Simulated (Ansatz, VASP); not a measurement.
# FeMo in two plane-wave programs, part 2 of 2

Aim: how closely do two programs agree when they are given the same cell, functional and k mesh? The cell is invented: As first built, before any earlier steps moved the atoms (in the runner's words): it takes the FeRu structure with some of its atoms replaced by other elements, volume scaled by an estimate. It may not be a known or stable phase. The cell is taken from a series of VASP runs on this material, whose earlier steps may have relaxed, scaled or displaced it; both programs get it as it stands.

VASP 6.6.1 and Ansatz 0.2.0.

So far: The structure; VASP: relaxation of cell and atoms, LDA.

## Step 3: Ansatz: relaxation of cell and atoms, LDA

Level of this step: Ansatz beside VASP: Kohn-Sham DFT, plane waves, LDA (Ansatz).

Ansatz runs on its default PAW (the set named soft_2) files.

The same cell, functional (in two slightly different forms), mesh and smearing now go to Ansatz, which takes its cutoff from its data sets.

Input file input.yaml:

```yaml
crystal:
  lattice:
    - [2.6411736053, -2.7e-08, 0.0]
    - [-1.3205863496, 2.28732356, 0.0]
    - [0.0, 0.0, 4.1316342801]
  atoms:
    - { symbol: Mo, position: [0.66666667, 0.33333333, 0.0], spin: 1.0 }
    - { symbol: Fe, position: [0.0, 0.0, 0.5], spin: 3.0 }
hamiltonian:
  xc: lda
  pseudopotentials: { kind: paw }
magnetization:
  spin_polarized: true
kpoints:
  mp_grid: { grid: [10, 10, 6] }
scf:
  occupations: { method: fermi_dirac, width: 0.05 }
relax:
  f_tol: 0.01
  max_steps: 60
  cell: { stress_tol: 0.05 }
output:
  forces: true
  stress: true
```

On the command line:

```console
ansatz run input.yaml --threads 4 --pin off --max-ram 9216MiB --backend cpu --events-out ev --progress --plain --runs-dir out
```

Numbers of over 12 decimals in the logs are rounded to 6 here.

Output:

```text
Warning: the atoms were moved onto the symmetric positions of the space group found under crystal.symmetry.tolerance 1.0e-5 (fractional; no operation is sought that the atoms, as they stand in a round, miss by more than twice it, and no atom is moved by as much as it), and the run uses the moved positions. Before a round's move an operation carried an atom to 1.32e-8 Å from where it should land, the largest such dist [...]
Engine: ansatz 0.2.0, aarch64-unknown-linux-gnu
Pseudopotentials: kind: paw
Pseudopotential: Mo, paw, valence charge 14, recommended cutoff 420 eV (normal), Mo.paw.azcp
Pseudopotential: Fe, paw, valence charge 16, recommended cutoff 420 eV (normal), Fe.paw.azcp
Functional definition: SPW92
  exchange = slater_x
  correlation = pw_c
Crystal: 2 atoms, lattice volume = 24.960 Å³
Basis set: ecut = 420 eV, 487 PW (Γ)
Bands: 21, of which v1, the nominal top of the filled ones, is band 15 counted from 1 (14 counted from 0)
Symmetry: 12 space group operations
Space group: P-6m2 (ITA 187), of the structure as read, at distance tolerance 2.9e-5 Å
Magnetic group: BNS 187.209 (UNI 1439), of the structure as read, at distance tolerance 2.9e-5 Å
k-points: 56 of 600 (time reversal used)
Non-local potential: Mo, projectors of the file, l = 0: 3, l = 1: 2, l = 2: 2, l = 3: 1
Non-local potential: Fe, projectors of the file, l = 0: 3, l = 1: 2, l = 2: 3, l = 3: 1
PAW form: soft (Blöchl's): semilocal exchange-correlation on the pseudo side does not see the compensation charge
PAW frozen core: Mo, regenerated for the run's functional, and the local potential with it (the file was generated under x = pbe(κ = 0.804, μ = 0.219515), c = pbe(β = 0.066725))
PAW frozen core: Fe, regenerated for the run's functional, and the local potential with it (the file was generated under x = pbe(κ = 0.804, μ = 0.219515), c = pbe(β = 0.066725))
PAW one-centre angular grid: Mo, 590 points (default); XC on 64 Gauss nodes
PAW one-centre angular grid: Fe, 590 points (default); XC on 64 Gauss nodes
Initial density: superposition of atomic densities (chi_scale 0.1, normalization cell)
Starting moments: Σ|m| = 4 μB on 2 of 2 sites
Initial wavefunctions: pseudopotential atomic-orbital guess
Functional: x = slater, c = lda
SCF iter   1: F=—  HF=-9262.344884 eV  |F-HF|=—  |Δ(HF+E_count)|=         —  Δρ=9.09e-2 (↑9.09e-2 ↓4.44e-2)  dr2=2.82e0  dr2_m=4.22e-1  M=2.639 μB ∫|m|=2.658 μB  β_m=0.30  ethr=3.10e-3  ⟨swp⟩=4.4  Hψ=9222  notcnv=0
Mixer restart at iter 1: flushing history
preconditioner: auto → none  [metal: Δε(μ)=0.011 eV  Ē_g=7.612 eV  σ=0.050 eV  W_gap=0.06  n_scr=8 (ndim 8)  ℏωp=27.8 eV  f_vac=0.000  D(μ)=2.82/eV (n_scr^D=34)  sad-step TF]
SCF iter   2: F=—  HF=-9261.500468 eV  |F-HF|=—  |Δ(HF+E_count)|=   8.44e-1  Δρ=5.74e-2 (↑5.74e-2 ↓3.80e-2)  dr2=1.49e0  dr2_m=2.78e-1  M=2.485 μB ∫|m|=2.512 μB  β_m=0.53  ethr=3.10e-3  ⟨swp⟩=2.4  Hψ=4233  notcnv=0  defer=67
SCF iter   3: F=—  HF=-9262.265424 eV  |F-HF|=—  |Δ(HF+E_count)|=   7.65e-1  Δρ=7.86e-2 (↑7.86e-2 ↓3.58e-2)  dr2=3.51e0  dr2_m=2.33e-1  M=2.081 μB ∫|m|=2.144 μB  β_m=0.40  ethr=3.10e-3  ⟨swp⟩=3.3  Hψ=4972  notcnv=0  defer=67
SCF iter   4: F=—  HF=-9261.950193 eV  |F-HF|=—  |Δ(HF+E_count)|=   3.15e-1  Δρ=2.65e-2 (↑2.21e-2 ↓2.65e-2)  dr2=1.93e-2  dr2_m=1.31e-1  M=1.951 μB ∫|m|=2.047 μB  β_m=0.70  ethr=3.10e-3  ⟨swp⟩=2.7  Hψ=4503  notcnv=0  defer=66
SCF iter   5: F=—  HF=-9262.864726 eV  |F-HF|=—  |Δ(HF+E_count)|=         —  Δρ=1.29e-1 (↑1.29e-1 ↓1.18e-1)  dr2=2.57e-2  dr2_m=3.49e0  M=0.376 μB ∫|m|=0.458 μB  β_m=1.00  ethr=6.42e-5  ⟨swp⟩=2.2  Hψ=4733  notcnv=0  defer=67
Mixer restart at iter 5: flushing history
SCF iter   6: F=—  HF=-9262.441276 eV  |F-HF|=—  |Δ(HF+E_count)|=   4.23e-1  Δρ=3.93e-2 (↑9.65e-3 ↓3.93e-2)  dr2=4.97e-1  dr2_m=5.42e-2  M=0.226 μB ∫|m|=0.277 μB  β_m=0.70  ethr=1.67e-4  ⟨swp⟩=2.7  Hψ=5186  notcnv=0  defer=72
SCF iter   7: F=—  HF=-9262.837612 eV  |F-HF|=—  |Δ(HF+E_count)|=   3.96e-1  Δρ=8.37e-2 (↑8.37e-2 ↓5.26e-2)  dr2=4.82e0  dr2_m=6.11e-2  M=0.111 μB ∫|m|=0.136 μB  β_m=0.32  ethr=1.67e-4  ⟨swp⟩=4.0  Hψ=6494  notcnv=0  defer=56  recentre
SCF iter   8: F=—  HF=-9262.394966 eV  |F-HF|=—  |Δ(HF+E_count)|=   4.43e-1  Δρ=2.12e-2 (↑3.20e-3 ↓2.12e-2)  dr2=9.47e-2  dr2_m=3.12e-2  M=0.201 μB ∫|m|=0.235 μB  β_m=0.35  ethr=1.67e-4  ⟨swp⟩=3.5  Hψ=6295  notcnv=0  defer=79
SCF iter   9: F=—  HF=-9262.389050 eV  |F-HF|=—  |Δ(HF+E_count)|=   5.92e-3  Δρ=8.13e-3 (↑4.10e-3 ↓8.13e-3)  dr2=6.03e-3  dr2_m=7.94e-3  M=0.180 μB ∫|m|=0.203 μB  β_m=0.44  ethr=1.67e-4  ⟨swp⟩=2.1  Hψ=3832  notcnv=0  defer=72
SCF iter  10: F=—  HF=-9262.387414 eV  |F-HF|=—  |Δ(HF+E_count)|=   1.64e-3  Δρ=4.30e-3 (↑4.23e-3 ↓4.30e-3)  dr2=1.51e-5  dr2_m=4.15e-3  M=0.111 μB ∫|m|=0.121 μB  β_m=0.40  ethr=2.01e-5  ⟨swp⟩=2.1  Hψ=3853  notcnv=0  defer=70
SCF iter  11: F=—  HF=-9262.387458 eV  |F-HF|=—  |Δ(HF+E_count)|=   4.46e-5  Δρ=3.36e-3 (↑3.36e-3 ↓3.25e-3)  dr2=1.37e-5  dr2_m=2.49e-3  M=0.068 μB ∫|m|=0.073 μB  β_m=0.70  ethr=5.04e-8  ⟨swp⟩=2.6  Hψ=4362  notcnv=0  defer=70
SCF iter  12: F=—  HF=-9262.387184 eV  |F-HF|=—  |Δ(HF+E_count)|=   2.74e-4  Δρ=2.44e-3 (↑2.44e-3 ↓1.85e-3)  dr2=1.34e-4  dr2_m=1.05e-3  M=0.058 μB ∫|m|=0.062 μB  β_m=0.85  ethr=4.58e-8  ⟨swp⟩=2.0  Hψ=4054  notcnv=0  defer=70
SCF iter  13: F=—  HF=-9262.387097 eV  |F-HF|=—  |Δ(HF+E_count)|=   8.76e-5  Δρ=1.42e-3 (↑1.28e-3 ↓1.42e-3)  dr2=1.34e-5  dr2_m=4.14e-4  M=0.044 μB ∫|m|=0.048 μB  β_m=0.92  ethr=4.58e-8  ⟨swp⟩=2.4  Hψ=4156  notcnv=0  defer=71
SCF iter  14: F=—  HF=-9262.387085 eV  |F-HF|=—  |Δ(HF+E_count)|=   1.15e-5  Δρ=7.74e-4 (↑6.26e-4 ↓7.74e-4)  dr2=8.28e-6  dr2_m=1.12e-4  M=0.017 μB ∫|m|=0.019 μB  β_m=0.96  ethr=4.46e-8  ⟨swp⟩=2.1  Hψ=4111  notcnv=0  defer=71
SCF iter  15: F=—  HF=-9262.387075 eV  |F-HF|=—  |Δ(HF+E_count)|=   9.88e-6  Δρ=6.07e-5 (↑6.07e-5 ↓4.18e-5)  dr2=1.94e-6  dr2_m=6.30e-8  M=0.000 μB ∫|m|=0.000 μB  β_m=0.88  ethr=2.76e-8  ⟨swp⟩=2.1  Hψ=4105  notcnv=0  defer=71
SCF iter  16: F=—  HF=-9262.387075 eV  |F-HF|=—  |Δ(HF+E_count)|=   2.88e-7  Δρ=2.79e-5 (↑1.64e-5 ↓2.79e-5)  dr2=5.55e-7  dr2_m=2.65e-8  M=0.001 μB ∫|m|=0.001 μB  β_m=0.94  ethr=6.47e-9  ⟨swp⟩=1.6  Hψ=2772  notcnv=0  defer=71
SCF iter  17: F=—  HF=-9262.387075 eV  |F-HF|=—  |Δ(HF+E_count)|=   6.38e-8  Δρ=2.94e-5 (↑2.94e-5 ↓2.15e-5)  dr2=1.22e-8  dr2_m=1.47e-7  M=0.001 μB ∫|m|=0.001 μB  β_m=0.79  ethr=1.85e-9  ⟨swp⟩=2.0  Hψ=2801  notcnv=0  defer=71
SCF iter  18: F=—  HF=-9262.387075 eV  |F-HF|=—  |Δ(HF+E_count)|=   1.06e-8  Δρ=2.63e-6 (↑1.18e-6 ↓2.63e-6)  dr2=5.91e-10  dr2_m=7.62e-10  M=0.000 μB ∫|m|=0.000 μB  β_m=0.68  ethr=4.08e-11  ⟨swp⟩=2.2  Hψ=4073  notcnv=0  defer=71
SCF iter  19: F=—  HF=-9262.387075 eV  |F-HF|=—  |Δ(HF+E_count)|=  1.36e-10  Δρ=2.37e-6 (↑2.10e-6 ↓2.37e-6)  dr2=6.21e-11  dr2_m=1.14e-9  M=0.000 μB ∫|m|=0.000 μB  β_m=0.77  ethr=1.97e-12  ⟨swp⟩=2.0  Hψ=3390  notcnv=0  defer=71
SCF iter  20: F=—  HF=-9262.387075 eV  |F-HF|=—  |Δ(HF+E_count)|=  7.09e-11  Δρ=1.88e-7 (↑7.75e-8 ↓1.88e-7)  dr2=4.59e-12  dr2_m=3.70e-12  M=-0.000 μB ∫|m|=0.000 μB  β_m=0.85  ethr=1.00e-12  ⟨swp⟩=2.0  Hψ=3903  notcnv=0  defer=71
SCF iter  21: F=-9262.387075 eV  HF=-9262.387075 eV  |F-HF|=9.46e-11  |Δ(HF+E_count)|=  7.28e-12  Δρ=2.88e-7 (↑2.46e-7 ↓2.88e-7)  dr2=1.01e-10  dr2_m=1.23e-13  M=-0.000 μB ∫|m|=0.000 μB  ethr=1.00e-12  ⟨swp⟩=1.0  Hψ=5152  notcnv=0
WARN: the starting moments were not kept: the SCF closed with an absolute magnetisation of 2.8e-6 μB, where they sum to 4 μB in size (2 sites). That is at most 0.1 of that sum. Measured as dr2_m measures the in/out step, that magnetisation stands 1.1e-11 eV from none, at or under the dr2_threshold of 1.0e-7 eV: it is no larger than a step whose dr2_m would equal this threshold. The system may hold no moment; this SCF [...]
SCF 1 converged in 21 iterations: F = -9262.387075 eV  dr2 = 1.01e-10
  greatest PAW one-centre occupation: 1.001 electrons in one spin orbital (limit 2), on the Fe atom at site 1 (counted from 0), in its partial waves of l = 1
relax step   1: F+E_penalty+E_count = -9262.38707508 eV  Δ(F+E_penalty+E_count) = +0.000e0 eV  max|allowed force component| = 5.435e-17 eV/Å  Δτ_max = 0.0000 Å  P = -0.263 GPa  Ω = 24.960 Å³  (21 SCF iters, dr2 threshold 1.00e-7 eV, accepted)
[...]
relax step   2: F+E_penalty+E_count = -9262.38711936 eV  Δ(F+E_penalty+E_count) = -4.428e-5 eV  max|allowed force component| = 6.245e-17 eV/Å  Δτ_max = 0.0000 Å  P = +0.053 GPa  Ω = 24.933 Å³  energy of the carried Pulay correction = +1.866e-5 eV  (11 SCF iters, dr2 threshold 2.00e-7 eV, accepted)
[...]
relax step   3: F+E_penalty+E_count = -9262.38711823 eV  Δ(F+E_penalty+E_count) = +1.132e-6 eV  max|allowed force component| = 2.660e-17 eV/Å  Δτ_max = 0.0000 Å  P = +0.007 GPa  Ω = 24.937 Å³  energy of the carried Pulay correction = +1.611e-5 eV  (9 SCF iters, dr2 threshold 1.37e-8 eV, accepted)
[...]
relax step   4: F+E_penalty+E_count = -9262.38710084 eV  Δ(F+E_penalty+E_count) = +1.739e-5 eV  max|allowed force component| = 2.718e-17 eV/Å  Δτ_max = 0.0000 Å  P = +0.006 GPa  Ω = 24.937 Å³  stress off target by 1.36e-2 GPa  SCF on the basis re-selected at this cell (its energy is not comparable with the rows above)  (11 SCF iters)
basis re-selected at this cell: Δ(F+E_penalty+E_count) = +1.739e-5 eV, ΔP = -0.001 GPa vs the last step (what re-selecting the basis moved, of the pressure what is left beyond the Pulay correction that the steps carried, after the strain that the cell walked since its last selection, with what the two solves' SCF thresholds leave and, on support functions, any second-order correction that the steps lacked; it is no m [...]
SCF converged after 11 iterations
Magnetization: 0.0000 μB (15.0000 up, 15.0000 down)
Absolute magnetization: 0.0000 μB (∫|ρ↑−ρ↓|, with the PAW one-centre terms)
Spin contamination: 0.0000 ħ² per cell (⟨S²⟩ above its minimum at these occupations)
Per-site moments (μB) at R_I (Å): [(2.272694792093772e-9, 1.058620), (1.5916718905361825e-7, 1.058620)]
Free energy (F): -9262.387101 eV
Harris-Foulkes:  -9262.387101 eV  (|F-HF|=1.82e-11)
Internal energy: -9262.361597 eV  (E = F + TS)
E sigma→0 (E₀):  -9262.374349 eV
Entropy (-TS):   -0.025504 eV (-12.752 meV/atom)
Fermi energy:    21.293116 eV
--- Per-component energies (eV) ---
  E_band       = -209.630386
  E_kinetic    = 801.552848
  E_local      = -2838.836155  (includes V_loc(G=0)·N_el)
  E_nonlocal   = 367.788258
  E_hartree    = 1144.231103
  E_xc         = -302.312902
  E_vxc        = -383.868215  (∫ρ·V_xc dr)
  E_paw        = -4393.965508  (= ΣΔE_a)
  E_vpaw       = -444.730341  (= ΣTr[D̂ρ^β])
  E_aug_tail   = 0.000850  (compensation charges beyond the density's cutoff)
  E_ewald      = -4041.694442
  E_core_change = 0.874352  (= ΣΔE_core)
  E_smearing   = -0.025504  (= −TS)
  E_closure    = 0.000000  (closes the sum)
  Σ components = -9262.387101   (vs F -9262.387101, Δ=0.00e0)
--- Forces (eV/Å), atoms counted from 1 ---
  atom   1  Mo     0.00000000     0.00000000     0.00000000
  atom   2  Fe    -0.00000000    -0.00000000    -0.00000000
  max |Σ_I F_I| component: 3.82e-17 eV/Å
--- Stress (GPa, compression-positive) ---
        0.013647       0.000000      -0.000000
        0.000000       0.013647      -0.000000
       -0.000000      -0.000000      -0.010662
  P = ⅓ Tr σ = 0.0055 GPa (0.055 kbar)
--- Relaxed structure (3 steps of the walk, 3 accepted, 1 SCFs on fresh bases) ---
  F+E_penalty+E_count = -9262.38710084 eV   max|allowed force component| = 2.718e-17 eV/Å   (the final SCF, on the basis selected at the relaxed cell)
  cell:  # Å, volume = 24.9369 Å³
    - [2.640913, -2.7504134259058536e-7, 0]
    - [-1.320456, 2.287097, 0]
    - [0, 0, 4.128608]
  atoms:
    - { symbol: Mo, position: [0.666667, 0.333333, 0] }
    - { symbol: Fe, position: [-9.251858607474689e-18, -1.8503717008154225e-17, 0.5] }
```

The job ended after 10 s (4 threads of Arm Neoverse V1, shared host; peak memory 0.37 GiB; 38 s of CPU time).

## Step 4: Side by side

Known differences besides the potentials themselves: the two LDA forms differ slightly; both relaxations stop at a tolerance, which leaves soft axes loose, and VASP keeps its plane-wave basis; the data sets hold 30 valence electrons in Ansatz (default PAW (the set named soft_2) files) and 22 in VASP; the cutoff is 420 eV in Ansatz and 400 eV in VASP; VASP's log shows a relativistic correction to its local exchange, Ansatz's none; Ansatz adds a Pulay correction to the stress that steers its cell, VASP none. Total energies have different zeros and are not compared.

The two programs side by side:

```csv
quantity,Ansatz,VASP,difference
volume (Å³),24.94,24.93,+0.02 %
"edge a after relaxation, in the typed setting (Å)",2.641,2.642,-0.05 %
"edge c after relaxation, in the typed setting (Å)",4.129,4.124,+0.12 %
```

The walks stopped with 0.01 GPa left in Ansatz and 0.03 GPa in VASP; each walk ends within a tolerance, so the volume difference is uncertain by about these residues over the bulk modulus, most in soft cells.

## Step 5: Results

```yaml
difference_in_edge_c_after_relaxation_in_the_typed_setting_relaxation_of_cell_and_atoms_lda: 0.12 %
```

The difference in edge c after relaxation, in the typed setting is 0.12 % (relaxation of cell and atoms, LDA), within the 1.2 % picked in this series as the mark of a large difference, as far as the stopping tolerances let one tell. How closely two codes agree says nothing of how well the functional describes the real material.

[Lines on the potential files, build, host, timing and source positions are cut from VASP's logs without a mark.]

[Logs are printed without paths, hosts, clocks, repeated set-up lines and the standing remarks that a program may print on its own settings, such as how far it seeks lower states.]

[Hosts, paths, dates, database ids (printed as entryN), source tags and the programs' standing remarks are cut or masked in the printed files.]
